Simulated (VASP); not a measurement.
Energy against volume of CuI (zinc blende). These are PBE GGA with D3 dispersion (zero damping), VASP's PBE PAW potentials (set 64) (plane waves; VASP) values and carry that method's errors. Numerical set-up: 520 eV cut-off, 8×8×8 Γ-centred mesh, Gaussian smearing of 0.050 eV, potentials Cu I.

```
V (Å³/atom)  E (eV/atom)
-----------  -----------
26.105          -3.05024
26.913          -3.05386
27.720          -3.05044
28.527          -3.04117
```

Problem. Fit these four points and predict the energy of the run at 25.298 Å³/atom.

Solution. A cubic in V^(−2/3), the third-order Birch-Murnaghan form, passes through the four points with V0 = 26.90 Å³/atom and B0 = 47 GPa, and gives -3.0382 eV/atom there. The run gave -3.0382 eV/atom, -0.0 meV/atom from the fit; all five points give B0 = 46 GPa.

The compound is CuI in the zinc blende structure. It was relaxed first.
